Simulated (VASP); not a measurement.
# XPS shifts in Zr16HC, part 3 of 5

Aim: how the core levels of Zr16HC differ from atom to atom, with and without the screening of the hole.

VASP 6.6.1, plane waves and PAW; the level of theory is named at each step.

So far. Step 2 (Relaxation): The forces on the free atoms are under 0.05 eV/Å, while the fixed ones keep up to 0.56 eV/Å.

## (3) Initial state

Level of this step: PBE; plane waves and PAW (H, C, Zr_sv) (VASP).

The cell without a hole gives, with ICORELEVEL = 1, the Kohn-Sham core levels of the initial state.

INCAR

```
SYSTEM = Zr16HC
PREC = Normal
ENCUT = 400
EDIFF = 1E-05
NELM = 120
ISMEAR = 0
SIGMA = 0.1
LREAL = Auto
ALGO = Fast
GGA = PE
NBANDS = 122
LASPH = .TRUE.
LORBIT = 11
LWAVE = .FALSE.
LCHARG = .FALSE.
KPAR = 2
NCORE = 4
ICORELEVEL = 1
ISIF = 0
LVHAR = .TRUE.
```

POSCAR

```
Zr16HC
1.0
    6.4600000000      0.0000000000      0.0000000000
    3.2300000000      5.5945241084      0.0000000000
    0.0000000000      0.0000000000     25.0050000000
H C Zr
1 1 16
Direct
    0.3340426541      0.3333291577      0.7055201392
    0.3336360942      0.3333351597      0.6610699078
    0.0001400182      0.0000025377      0.6039395719
    0.4963022108      0.0076502608      0.6101217253
    0.0078069005      0.4961631918      0.6101456211
    0.4963253108      0.4961884861      0.6101053685
    0.8320166569      0.3363293708      0.5084096714
    0.3334123465      0.3333314254      0.5083894372
    0.8319868834      0.8318051674      0.5084163284
    0.3364461380      0.8318678052      0.5084038756
    0.0000000000      0.0000000000      0.4033193360
    0.5000000000      0.0000000000      0.4033193360
    0.0000000000      0.5000000000      0.4033193360
    0.5000000000      0.5000000000      0.4033193360
    0.8333333330      0.3333333330      0.2999400120
    0.3333333330      0.3333333330      0.2999400120
    0.8333333330      0.8333333330      0.2999400120
    0.3333333330      0.8333333330      0.2999400120
```

KPOINTS

```
Automatic mesh
0
Gamma
4 4 1
0 0 0
```

The projector-augmented-wave data sets are H, C and Zr_sv (PBE family, release 64).

Run with:

```bash
> mpirun -np 8 vasp_std
```

The program printed:

```text
[banner, memory and clock lines left out]
running    8 mpi-ranks, on    1 nodes
 distrk:  each k-point on    4 cores,    2 groups
 distr:  one band on    4 cores,    1 groups

 POSCAR found type information on POSCAR H C Zr
 POSCAR found :  3 types and      18 ions
 LDA part: xc-table for (Slater+PW92), standard interpolation
 POSCAR, INCAR and KPOINTS ok, starting setup
 FFT: planning ... GRIDC
 FFT: planning ... GRID_SOFT
 FFT: planning ... GRID
 WAVECAR not read
 entering main loop
       N       E                     dE             d eps       ncg     rms          rms(c)
DAV:   1     0.178255680190E+04    0.17826E+04   -0.91313E+04  3024   0.119E+03
DAV:   2     0.468640493471E+02   -0.17357E+04   -0.16919E+04  2764   0.397E+02
DAV:   3    -0.126289951829E+03   -0.17315E+03   -0.16869E+03  3872   0.836E+01
DAV:   4    -0.153710468121E+03   -0.27421E+02   -0.27115E+02  4240   0.320E+01
DAV:   5    -0.158216587669E+03   -0.45061E+01   -0.44975E+01  3760   0.951E+00    0.423E+01
RMM:   6    -0.181763270695E+03   -0.23547E+02   -0.14888E+02  3476   0.164E+01    0.211E+01
RMM:   7    -0.211858990950E+03   -0.30096E+02   -0.67037E+01  3598   0.106E+01    0.291E+01
RMM:   8    -0.154634201433E+03    0.57225E+02   -0.34719E+01  3674   0.829E+00    0.158E+01
RMM:   9    -0.142790795279E+03    0.11843E+02   -0.78802E+00  3545   0.470E+00    0.744E+00
RMM:  10    -0.142274151574E+03    0.51664E+00   -0.15850E+00  3667   0.251E+00    0.372E+00
RMM:  11    -0.142278040285E+03   -0.38887E-02   -0.94412E-01  3799   0.162E+00    0.235E+00
RMM:  12    -0.142259811052E+03    0.18229E-01   -0.71673E-01  3782   0.141E+00    0.142E+00
RMM:  13    -0.142210995378E+03    0.48816E-01   -0.16517E-01  3996   0.944E-01    0.693E-01
RMM:  14    -0.142206318453E+03    0.46769E-02   -0.74538E-02  4309   0.519E-01    0.251E-01
RMM:  15    -0.142207822002E+03   -0.15035E-02   -0.29784E-02  4557   0.280E-01    0.169E-01
RMM:  16    -0.142209136943E+03   -0.13149E-02   -0.14602E-02  4573   0.199E-01    0.917E-02
RMM:  17    -0.142210539436E+03   -0.14025E-02   -0.97868E-03  4561   0.145E-01    0.860E-02
RMM:  18    -0.142211164390E+03   -0.62495E-03   -0.40201E-03  4466   0.109E-01    0.350E-02
RMM:  19    -0.142211832428E+03   -0.66804E-03   -0.25275E-03  4318   0.851E-02    0.260E-02
WARNING in EDDRMM: call to ZHEGV failed, returncode =   8  4     45
WARNING in EDDRMM: call to ZHEGV failed, returncode =   8  4     54
RMM:  20    -0.142212251372E+03   -0.41894E-03   -0.15159E-03  4173   0.645E-02    0.152E-02
WARNING in EDDRMM: call to ZHEGV failed, returncode =   6  3     82
RMM:  21    -0.142212595411E+03   -0.34404E-03   -0.81301E-04  4073   0.521E-02    0.983E-03
WARNING in EDDRMM: call to ZHEGV failed, returncode =   8  4     35
RMM:  22    -0.142212732766E+03   -0.13736E-03   -0.55436E-04  3862   0.407E-02    0.670E-03
WARNING in EDDRMM: call to ZHEGV failed, returncode =   8  4     24
WARNING in EDDRMM: call to ZHEGV failed, returncode =   8  4     40
RMM:  23    -0.142212820699E+03   -0.87933E-04   -0.33810E-04  3679   0.319E-02    0.468E-03
WARNING in EDDRMM: call to ZHEGV failed, returncode =   6  3     46
RMM:  24    -0.142212981644E+03   -0.16094E-03   -0.19459E-04  3408   0.250E-02    0.332E-03
WARNING in EDDRMM: call to ZHEGV failed, returncode =   6  3     40
RMM:  25    -0.142213116510E+03   -0.13487E-03   -0.11872E-04  3122   0.199E-02    0.190E-03
WARNING in EDDRMM: call to ZHEGV failed, returncode =   8  4     18
WARNING in EDDRMM: call to ZHEGV failed, returncode =   6  3     69
RMM:  26    -0.142213181186E+03   -0.64676E-04   -0.77916E-05  2798   0.161E-02    0.127E-03
RMM:  27    -0.142213220623E+03   -0.39437E-04   -0.50440E-05  2581   0.134E-02    0.107E-03
RMM:  28    -0.142213239189E+03   -0.18566E-04   -0.30516E-05  2355   0.114E-02    0.954E-04
WARNING in EDDRMM: call to ZHEGV failed, returncode =   6  3     75
RMM:  29    -0.142213249871E+03   -0.10682E-04   -0.21853E-05  2270   0.998E-03    0.752E-04
RMM:  30    -0.142213257055E+03   -0.71844E-05   -0.18153E-05  2088   0.896E-03
   1 F= -.14221326E+03 E0= -.14216338E+03  d E =-.997513E-01
```

It took 2.8 min on 8 MPI ranks of AMD EPYC 7R32 (Zen 2), shared host; peak memory 2.1 GiB; 20 min of CPU time.

Parts of OUTCAR (step 3):

```text
The static configuration has the point symmetry C_1 .

 Found     10 irreducible k-points:

   k-points           NKPTS =     10   k-points in BZ     NKDIM =     10   number of bands    NBANDS=    122

   NELECT =     197.0000    total number of electrons

 the core state eigenenergies are
   1-
   2-  1s   -263.1071
   3-  1s -17815.0889  2s  -2462.2620  2p  -2194.7750  3s   -397.5516  3p   -310.4353
       3d   -167.5341
   4-  1s -17814.8583  2s  -2462.0786  2p  -2194.5868  3s   -397.3800  3p   -310.2639
       3d   -167.3649
   5-  1s -17814.8594  2s  -2462.0797  2p  -2194.5879  3s   -397.3810  3p   -310.2649
       3d   -167.3659
   6-  1s -17814.8573  2s  -2462.0777  2p  -2194.5858  3s   -397.3791  3p   -310.2630
       3d   -167.3640
   7-  1s -17814.7212  2s  -2461.9371  2p  -2194.4456  3s   -397.2413  3p   -310.1252
       3d   -167.2257
   8-  1s -17814.6754  2s  -2461.8939  2p  -2194.4021  3s   -397.1997  3p   -310.0836
       3d   -167.1842
   9-  1s -17814.7215  2s  -2461.9374  2p  -2194.4459  3s   -397.2415  3p   -310.1254
       3d   -167.2260
  10-  1s -17814.7209  2s  -2461.9368  2p  -2194.4453  3s   -397.2410  3p   -310.1249
       3d   -167.2254
  11-  1s -17814.8630  2s  -2462.0785  2p  -2194.5874  3s   -397.3733  3p   -310.2571
       3d   -167.3582
  12-  1s -17814.8156  2s  -2462.0347  2p  -2194.5431  3s   -397.3317  3p   -310.2155
       3d   -167.3167
  13-  1s -17814.8154  2s  -2462.0345  2p  -2194.5430  3s   -397.3315  3p   -310.2154
       3d   -167.3166
  14-  1s -17814.8158  2s  -2462.0349  2p  -2194.5433  3s   -397.3319  3p   -310.2157
       3d   -167.3169
  15-  1s -17815.2810  2s  -2462.4577  2p  -2194.9711  3s   -397.7261  3p   -310.6096
       3d   -167.7101
  16-  1s -17815.2865  2s  -2462.4631  2p  -2194.9765  3s   -397.7316  3p   -310.6152
       3d   -167.7156
  17-  1s -17815.2810  2s  -2462.4578  2p  -2194.9711  3s   -397.7261  3p   -310.6096
       3d   -167.7101
  18-  1s -17815.2810  2s  -2462.4578  2p  -2194.9711  3s   -397.7261  3p   -310.6097
       3d   -167.7101

 E-fermi :   1.4928

 k-point     1 :       0.0000    0.0000    0.0000
  band No.  band energies     occupation
    ...
     90       0.5148      2.00000
     91       0.7041      2.00000
     92       0.7043      2.00000
     93       0.9508      2.00000
     94       1.3730      1.90995
     95       1.7127      0.00187
     96       1.7134      0.00181
     97       1.8391      0.00000
     98       1.8855      0.00000
     99       2.0342      0.00000
    ...

 k-point     2 :       0.2500   -0.0000    0.0000
  band No.  band energies     occupation
    ...
     91       0.7260      2.00000
     92       0.8809      2.00000
     93       0.9694      2.00000
     94       1.1727      1.99999
     95       1.4734      1.21635
     96       1.5719      0.26333
     97       1.5780      0.22872
     98       1.6567      0.02050
     99       1.7074      0.00241
    100       1.8450      0.00000
    ...

 POSITION                                       TOTAL-FORCE (eV/Angst)
 -----------------------------------------------------------------------------------
      3.23457      1.86482     17.64153        -0.001878     -0.000023     -0.009350
      3.23196      1.86485     16.53005        -0.002060     -0.000243     -0.025814
      0.00091      0.00001     15.10151        -0.000404     -0.000083     -0.079815
      3.23082      0.04280     15.25609         0.000550      0.105124      0.083071
      1.65304      2.77580     15.25669         0.093164     -0.053326      0.084027
      4.80895      2.77594     15.25568        -0.089696     -0.051617      0.081839
      6.46117      1.88160     12.71278        -0.001258     -0.018863      0.070686
      3.23050      1.86483     12.71228         0.001835      0.000208      0.003379
      8.06137      4.65355     12.71295         0.016021      0.009763      0.070376
      4.86038      4.65390     12.71264        -0.017283      0.008855      0.070186
      0.00000      0.00000     10.08500         0.000197      0.000011     -0.698790
      3.23000      0.00000     10.08500         0.000274     -0.041905     -0.610127
      1.61500      2.79726     10.08500        -0.036165      0.021031     -0.609809
      4.84500      2.79726     10.08500         0.036325      0.020867     -0.610419
      6.46000      1.86484      7.50000         0.000153     -0.015512      0.542464
      3.23000      1.86484      7.50000         0.000072      0.000102      0.553048
      8.07500      4.66210      7.50000         0.013555      0.007760      0.542467
      4.84500      4.66210      7.50000        -0.013400      0.007853      0.542582
 -----------------------------------------------------------------------------------
    total drift:                                0.001222     -0.000837      0.023798

  FREE ENERGIE OF THE ION-ELECTRON SYSTEM (eV)
  ---------------------------------------------------
  free  energy   TOTEN  =      -142.2132570554 eV

  energy  without entropy=     -142.1135057220  energy(sigma->0) =     -142.16338139

 total charge
# of ion       s       p       d       tot
------------------------------------------
    1        0.603   0.044   0.000   0.647
    2        0.883   1.554   0.000   2.436
    3        2.244   5.934   1.656   9.834
    4        2.230   5.964   1.629   9.823
    5        2.230   5.964   1.629   9.823
    6        2.230   5.964   1.629   9.824
    7        2.236   5.961   1.634   9.830
    8        2.232   5.963   1.631   9.826
    9        2.236   5.961   1.634   9.830
   10        2.236   5.961   1.634   9.830
   11        2.229   5.960   1.609   9.799
   12        2.230   5.962   1.607   9.799
   13        2.230   5.962   1.607   9.799
   14        2.230   5.962   1.607   9.799
   15        2.237   5.933   1.598   9.767
   16        2.237   5.933   1.599   9.768
   17        2.237   5.933   1.598   9.767
   18        2.237   5.933   1.598   9.767
--------------------------------------------------
tot         37.225  96.844  25.899 159.968

[... 5 parts as in an earlier step ...]

[... 6 further parts left out ...]
```

Numbers from this step:

- free energy (TOTEN): -142.2133 eV
- energy at zero smearing: -142.1634 eV
- Fermi energy: 1.493 eV

(Part 3 of 5 ends here.)

[Lines on the potential files, build, host, timing and source positions are cut from VASP's logs without a mark.]

[Logs are printed without paths, hosts, clocks, repeated set-up lines and the standing remarks that a program may print on its own settings, such as how far it seeks lower states.]

[Hosts, paths, dates, database ids (printed as entryN), source tags and the programs' standing remarks are cut or masked in the printed files.]
